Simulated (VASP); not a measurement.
Input:

```yaml
crystal:
  lattice:
    - [5.49779, 0.00000, 0.00000]
    - [0.00000, 3.04673, 0.00000]
    - [0.00000, 0.00000, 6.32933]
  atoms:
    - { symbol: Si, position: [0.18521, 0.25000, 0.44343] }
    - { symbol: Si, position: [0.81479, 0.75000, 0.55657] }
    - { symbol: Si, position: [0.31479, 0.75000, 0.94343] }
    - { symbol: Si, position: [0.68521, 0.25000, 0.05657] }
    - { symbol: Rh, position: [0.00312, 0.25000, 0.79813] }
    - { symbol: Rh, position: [0.99688, 0.75000, 0.20187] }
    - { symbol: Rh, position: [0.49688, 0.75000, 0.29813] }
    - { symbol: Rh, position: [0.50312, 0.25000, 0.70187] }
```

Level of theory: LDA (Ceperley-Alder, Perdew-Zunger), VASP's LDA PAW potentials (set 64) (plane waves; VASP). Settings: 400 eV cut-off, Gaussian smearing of 0.050 eV, potentials Si Rh_pv.

### Question
Estimate the band gap (along the path) with the smallest direct gap where there is one.

### Answer

```yaml
band gap (along the path): none (metal, semimetal or under 0.01 eV)
```

Total energies compare only between runs with the same potentials, cut-off and functional.

The structure comes from a computed database's SiRh entry (Pnma); how it stands against other phases isn't given here. It was relaxed first.
